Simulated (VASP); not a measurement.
**BiB (distorted zincblende): a r²SCAN single-point calculation in VASP**

INCAR

```
ISMEAR = -1
ISIF = 2
LWAVE = .FALSE.
EDIFF = 1E-7
NELM = 120
NSW = 0
SIGMA = 0.02
ALGO = Normal
LREAL = .FALSE.
IBRION = -1
PREC = Accurate
ENCUT = 520
NBANDS = 16
METAGGA = R2SCAN
LCHARG = .FALSE.
LASPH = .TRUE.
```

KPOINTS

```
KPOINTS created by Atomic Simulation Environment
0
Gamma
6 6 6
0 0 0
```

POSCAR

```
B  Bi
 1.0000000000000000
    -0.0386000000000000    2.7140000000000000    2.7524000000000002
     2.8414999999999999   -0.0434000000000000    2.7572000000000001
     2.7957000000000001    2.6730000000000000    0.0024000000000000
 B   Bi
   1   1
Cartesian
  5.5491288100000000  5.2512641000000002  5.4200064800000005
  1.3963926199999999  1.3582313200000000  1.3218131200000001
```

VASP ran with the recommended PBE PAW datasets (18 valence electrons in the cell).

OSZICAR

```
N       E                     dE             d eps       ncg     rms          rms(c)
DAV:   1     0.777530483583E+02    0.77753E+02   -0.98654E+03  3584   0.133E+03
DAV:   2    -0.594090825634E+02   -0.13716E+03   -0.13264E+03  3984   0.349E+02
DAV:   3    -0.683061495617E+02   -0.88971E+01   -0.88551E+01  4632   0.872E+01
DAV:   4    -0.685328861031E+02   -0.22674E+00   -0.22658E+00  4856   0.150E+01
DAV:   5    -0.685384308663E+02   -0.55448E-02   -0.55446E-02  4976   0.196E+00    0.343E+00
DAV:   6    -0.641867115077E+02    0.43517E+01   -0.19053E+00  4496   0.201E+01    0.155E+00
DAV:   7    -0.641740333731E+02    0.12678E-01   -0.15736E-01  4280   0.277E+00    0.766E-01
DAV:   8    -0.641746288162E+02   -0.59544E-03   -0.17303E-02  4784   0.145E+00    0.255E-01
DAV:   9    -0.641757320695E+02   -0.11033E-02   -0.17696E-03  3840   0.343E-01    0.546E-02
DAV:  10    -0.641757307270E+02    0.13425E-05   -0.39750E-04  4568   0.280E-01    0.205E-02
DAV:  11    -0.641757304916E+02    0.23537E-06   -0.37423E-05  4880   0.822E-02    0.371E-03
DAV:  12    -0.641757300575E+02    0.43418E-06   -0.18802E-06  4896   0.138E-02    0.789E-04
DAV:  13    -0.641757299830E+02    0.74433E-07   -0.11317E-07  3736   0.280E-03
   1 F= -.64175730E+02 E0= -.64175677E+02  d E =-.106264E-03
```

From OUTCAR

```
k-points           NKPTS =    112   k-points in BZ     NKDIM =    112   number of bands    NBANDS=     16

   NELECT =      18.0000    total number of electrons

   dimension x,y,z NGX =    30 NGY =   30 NGZ =   30
   dimension x,y,z NGXF=    60 NGYF=   60 NGZF=   60

  energy-cutoff  :      520.00
  volume of cell :       42.43
      direct lattice vectors                 reciprocal lattice vectors
    -0.038600000  2.714000000  2.752400000    -0.173717986  0.181528935  0.181886701
     2.841500000 -0.043400000  2.757200000     0.173259580 -0.181375558  0.181274918
     2.795700000  2.673000000  0.002400000     0.179195690  0.186853262 -0.181733324

 k-points in reciprocal lattice and weights: KPOINTS created by Atomic Simulation Env
   0.00000000  0.00000000  0.00000000       0.005
   0.16666667  0.00000000  0.00000000       0.009
   0.33333333  0.00000000  0.00000000       0.009
   0.50000000  0.00000000  0.00000000       0.005
   0.00000000  0.16666667 -0.00000000       0.009
   0.16666667  0.16666667  0.00000000       0.009
   0.33333333  0.16666667  0.00000000       0.009
   0.50000000  0.16666667  0.00000000       0.009
   ...

 E-fermi :   6.8729

 k-point     1 :       0.0000    0.0000    0.0000
  band No.  band energies     occupation
      1     -17.0650      2.00000
      2     -17.0419      2.00000
      3     -17.0297      2.00000
      4     -16.9516      2.00000
      5     -16.9498      2.00000
      6      -7.8432      2.00000
      7       6.1563      2.00000
      8       6.8156      1.89232
      9       6.9425      0.05975
     10       7.3809      0.00000
     11       9.2994      0.00000
     12       9.5094      0.00000
     13      10.3641      0.00000
     14      13.4761      0.00000
     15      17.3479      0.00000
     16      18.0652      0.00000

 k-point     2 :       0.1667    0.0000    0.0000
  band No.  band energies     occupation
      1     -17.0587      2.00000
      2     -17.0320      2.00000
      3     -17.0229      2.00000
      4     -16.9527      2.00000
      5     -16.9473      2.00000
      6      -7.4865      2.00000
      7       3.3039      2.00000
      8       6.0960      2.00000
      9       6.5651      2.00000
     10       7.9588      0.00000
     11       9.8765      0.00000
     12      10.6139      0.00000
     13      11.1837      0.00000
     14      15.0162      0.00000
     15      16.4611      0.00000
     16      16.8058      0.00000

 k-point     3 :       0.3333    0.0000    0.0000
  band No.  band energies     occupation
      1     -17.0500      2.00000
      2     -17.0159      2.00000
      3     -17.0142      2.00000
      4     -16.9498      2.00000
      5     -16.9351      2.00000
      6      -6.5226      2.00000
      7       0.1543      2.00000
      8       5.3363      2.00000
      9       5.7252      2.00000
     10       7.6090      0.00000
     11      10.5032      0.00000
     12      11.8069      0.00000
     13      12.8010      0.00000
     14      15.0873      0.00000
     15      16.7818      0.00000
     16      17.3223      0.00000

 k-point     4 :       0.5000    0.0000    0.0000
  band No.  band energies     occupation
      1     -17.0469      2.00000
      2     -17.0129      2.00000
      3     -17.0110      2.00000
      4     -16.9448      2.00000
      5     -16.9254      2.00000
      6      -5.7477      2.00000
      7      -1.3964      2.00000
      8       5.0423      2.00000
      9       5.4143      2.00000
     10       7.4417      0.00000
     11      10.5598      0.00000
     12      12.0361      0.00000
     13      13.3418      0.00000
     14      15.5850      0.00000
     15      17.9406      0.00000
     16      18.7238      0.00000

 k-point     5 :       0.0000    0.1667   -0.0000
  band No.  band energies     occupation
      1     -17.0546      2.00000
      2     -17.0402      2.00000
      3     -17.0224      2.00000
      4     -16.9512      2.00000
      5     -16.9474      2.00000
      6      -7.4952      2.00000
      7       3.5663      2.00000
      8       5.6649      2.00000
      9       6.7470      1.99632
     10       7.8350      0.00000
     11       9.9894      0.00000
     12      10.7190      0.00000
     13      11.0727      0.00000
     14      14.9355      0.00000
     15      16.5596      0.00000
     16      16.9421      0.00000

 k-point     6 :       0.1667    0.1667    0.0000
  band No.  band energies     occupation
      1     -17.0599      2.00000
      2     -17.0251      2.00000
      3     -17.0190      2.00000
      4     -16.9593      2.00000
      5     -16.9421      2.00000
      6      -7.3542      2.00000
      7       3.6098      2.00000
      8       5.1387      2.00000
      9       5.6105      2.00000
     10       8.3728      0.00000
     11       9.3862      0.00000
     12      11.2037      0.00000
     13      11.9180      0.00000
     14      14.7839      0.00000
     15      15.9314      0.00000
     16      18.5264      0.00000

 k-point     7 :       0.3333    0.1667    0.0000
  band No.  band energies     occupation
      1     -17.0592      2.00000
      2     -17.0068      2.00000
      3     -17.0021      2.00000
      4     -16.9626      2.00000
      5     -16.9333      2.00000
      6      -6.5581      2.00000
      7       0.9513      2.00000
      8       4.4181      2.00000
      9       4.8189      2.00000
     10       8.7485      0.00000
     11       9.5320      0.00000
     12      12.2457      0.00000
     13      12.6504      0.00000
     14      15.1411      0.00000
     15      17.2081      0.00000
     16      18.6781      0.00000

 k-point     8 :       0.5000    0.1667    0.0000
  band No.  band energies     occupation
      1     -17.0493      2.00000
      2     -17.0037      2.00000
      3     -16.9982      2.00000
      4     -16.9540      2.00000
      5     -16.9276      2.00000
      6      -5.5797      2.00000
      7      -1.0842      2.00000
      8       3.5224      2.00000
      9       4.6511      2.00000
     10       8.6931      0.00000
     11      10.5622      0.00000
     12      12.4987      0.00000
     13      13.1956      0.00000
     14      15.8601      0.00000
     15      17.7045      0.00000
     16      18.8962      0.00000

 k-point     9 :      -0.3333    0.1667   -0.0000
  band No.  band energies     occupation
      1     -17.0429      2.00000
      2     -17.0108      2.00000
      3     -17.0029      2.00000
      4     -16.9512      2.00000
      5     -16.9352      2.00000
      6      -5.9186      2.00000
      7      -0.4664      2.00000
      8       3.1906      2.00000
      9       5.1968      2.00000
     10       8.7829      0.00000
     11      11.0019      0.00000
     12      12.0019      0.00000
     13      13.1484      0.00000
     14      16.2494      0.00000
     15      16.8695      0.00000
     16      18.2015      0.00000

 k-point    10 :      -0.1667    0.1667   -0.0000
  band No.  band energies     occupation
      1     -17.0481      2.00000
      2     -17.0298      2.00000
      3     -17.0106      2.00000
      4     -16.9531      2.00000
      5     -16.9427      2.00000
      6      -6.9442      2.00000
      7       1.8820      2.00000
      8       3.8668      2.00000
      9       6.1717      2.00000
     10       8.8242      0.00000
     11      10.5507      0.00000
     12      11.2082      0.00000
     13      11.9408      0.00000
     14      15.7815      0.00000
     15      16.5018      0.00000
     16      16.8703      0.00000

 k-point    11 :       0.0000    0.3333   -0.0000
  band No.  band energies     occupation
      1     -17.0448      2.00000
      2     -17.0320      2.00000
      3     -17.0126      2.00000
      4     -16.9455      2.00000
      5     -16.9366      2.00000
      6      -6.5682      2.00000
      7       0.4144      2.00000
      8       4.9383      2.00000
      9       6.0485      2.00000
     10       7.4496      0.00000
     11      10.5948      0.00000
     12      11.6187      0.00000
     13      12.7668      0.00000
     14      15.0878      0.00000
     15      16.9152      0.00000
     16      17.4808      0.00000

 k-point    12 :       0.1667    0.3333   -0.0000
  band No.  band energies     occupation
      1     -17.0574      2.00000
      2     -17.0124      2.00000
      3     -17.0050      2.00000
      4     -16.9616      2.00000
      5     -16.9320      2.00000
      6      -6.5881      2.00000
      7       1.2449      2.00000
      8       3.9907      2.00000
      9       4.9684      2.00000
     10       8.7328      0.00000
     11       9.7057      0.00000
     12      11.7550      0.00000
     13      12.8287      0.00000
     14      15.3122      0.00000
     15      17.2331      0.00000
     16      18.8422      0.00000

 ...

  Total       -1.0360275     -0.0068423     -0.2164026      0.5332066     -0.3130509     -0.7242806
  in kB      -39.1249049     -0.2583964     -8.1723024     20.1361999    -11.8221636    -27.3519835
  external PRESSURE =     -15.8518679 kB  Pullay stress =       0.0000000 kB

 POSITION                                       TOTAL-FORCE (eV/Angst)
 -----------------------------------------------------------------------------------
      5.54913      5.25126      5.42001         0.437457      1.134855      0.046461
      1.39639      1.35823      1.32181        -0.437457     -1.134855     -0.046461
 -----------------------------------------------------------------------------------
    total drift:                               -0.000312      0.000074     -0.000136

  FREE ENERGIE OF THE ION-ELECTRON SYSTEM (eV)
  ---------------------------------------------------
  free  energy   TOTEN  =       -64.1757299830 eV

  energy  without entropy=      -64.1756237189  energy(sigma->0) =      -64.17567685
```

* gap between bands v and c on the k mesh: -0.17 eV (bands overlap: a metal)
* least direct gap on the k mesh: 0.44 eV
* pressure: -1.6 GPa
* largest force: 1.22 eV/Å

Band v is the last that the valence electrons fill when counted band by band, and c is the next.
